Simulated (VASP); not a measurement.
All values below come from revPBE GGA, VASP's PBE PAW potentials (set 64) (plane waves; VASP 6.6.1).

VASP ran on this input.

**INCAR**
```
SYSTEM=Pb
LWAVE=.FALSE.
SIGMA=0.05   ! width (eV)
LREAL=.FALSE.   ! projection in real space or not
NELM=100   ! most electronic steps
GGA=RE   ! revPBE
ICHARG=11   ! fixed density
LMAXMIX=4   ! l cut-off of mixed one-centre charges
LORBIT=11
EDIFF=1E-7   ! SCF stop (eV)
LCHARG=.FALSE.
PREC=Accurate
ALGO=Normal
ISMEAR=0   ! Gaussian
LASPH=.TRUE.   ! aspherical one-centre terms
ENCUT=520
```

### KPOINTS
```
k-points along high-symmetry lines
15
Line-mode
Reciprocal
  0.000000   0.000000   0.000000 ! GAMMA
  0.500000   0.000000   0.500000 ! X

  0.500000   0.000000   0.500000 ! X
  0.625000   0.250000   0.625000 ! U

  0.375000   0.375000   0.750000 ! K
  0.000000   0.000000   0.000000 ! GAMMA

  0.000000   0.000000   0.000000 ! GAMMA
  0.500000   0.500000   0.500000 ! L

  0.500000   0.500000   0.500000 ! L
  0.500000   0.250000   0.750000 ! W

  0.500000   0.250000   0.750000 ! W
  0.500000   0.000000   0.500000 ! X
```

File POSCAR:
```
Pb
1.0
  0.0000000000   2.5366865053   2.5366865053
  2.5366865053   0.0000000000   2.5366865053
  2.5366865053   2.5366865053   0.0000000000
Pb
1
Direct
  0.0000000000   0.0000000000   0.0000000000
```

POTCAR, in this order: Pb_d (PBE.64 set). Program: vasp_std. Read from the step before: CHGCAR.

The resulting files:

OSZICAR:
```
       N       E                     dE             d eps       ncg     rms          rms(c)
DAV:   1     0.103121877740E+03    0.10312E+03   -0.73264E+03  1995   0.143E+03
DAV:   2     0.122201293771E+01   -0.10190E+03   -0.99924E+02  2052   0.318E+02
DAV:   3    -0.348056850683E+01   -0.47026E+01   -0.46621E+01  2398   0.813E+01
DAV:   4    -0.357818958052E+01   -0.97621E-01   -0.97595E-01  2401   0.128E+01
DAV:   5    -0.358228819180E+01   -0.40986E-02   -0.40985E-02  2492   0.229E+00
DAV:   6    -0.358249095670E+01   -0.20276E-03   -0.20276E-03  2648   0.407E-01
DAV:   7    -0.358249331277E+01   -0.23561E-05   -0.23567E-05  2509   0.402E-02
DAV:   8    -0.358249333819E+01   -0.25418E-07   -0.25329E-07  1979   0.515E-03
   1 F= -.35824933E+01 E0= -.35817467E+01  d E =-.149319E-02
```

### OUTCAR
```
 val. band max:        6.8994719574   @ k =   0.5000   0.2500   0.7500

 cond. band min:       6.9134325472   @ k =   0.5000   0.2321   0.7321



 k-point     1 :       0.0000    0.0000    0.0000
  band No.  band energies     occupation
      1     -10.4993      2.00000
      2     -10.4993      2.00000
      3     -10.4993      2.00000
      4     -10.3894      2.00000
      5     -10.3894      2.00000
      6      -4.6925      2.00000
      7      13.4440      0.00000
      8      13.4440      0.00000
      9      13.4440      0.00000
     10      16.2578      0.00000
     11      16.9613      0.00000

 k-point     2 :       0.0357    0.0000    0.0357
  band No.  band energies     occupation
      1     -10.5009      2.00000
      2     -10.4964      2.00000
      3     -10.4964      2.00000
      4     -10.3910      2.00000
      5     -10.3882      2.00000
      6      -4.6622      2.00000
      7      13.1936      0.00000
      8      13.3062      0.00000
      9      13.3062      0.00000
     10      16.1102      0.00000
     11      17.2444      0.00000

 k-point     3 :       0.0714    0.0000    0.0714
  band No.  band energies     occupation
      1     -10.5056      2.00000
      2     -10.4877      2.00000
      3     -10.4877      2.00000
      4     -10.3959      2.00000
      5     -10.3845      2.00000
      6      -4.5714      2.00000
      7      12.5985      0.00000
      8      12.9425      0.00000
      9      12.9425      0.00000
     10      15.7695      0.00000
     11      17.8750      0.00000

 k-point     4 :       0.1071    0.0000    0.1071
  band No.  band energies     occupation
      1     -10.5132      2.00000
      2     -10.4737      2.00000
      3     -10.4737      2.00000
      4     -10.4040      2.00000
      5     -10.3787      2.00000
      6      -4.4203      2.00000
      7      11.8581      0.00000
      8      12.4485      0.00000
      9      12.4485      0.00000
     10      15.3684      0.00000
...
```

The density is held fixed in this step, so its total energy and stress have no physical meaning. Unless said otherwise, spin-orbit coupling is left out, though it shifts the bands of the heavy elements here.

The compound is Pb in the fcc structure. It was relaxed first, which changed the volume by +8 %.
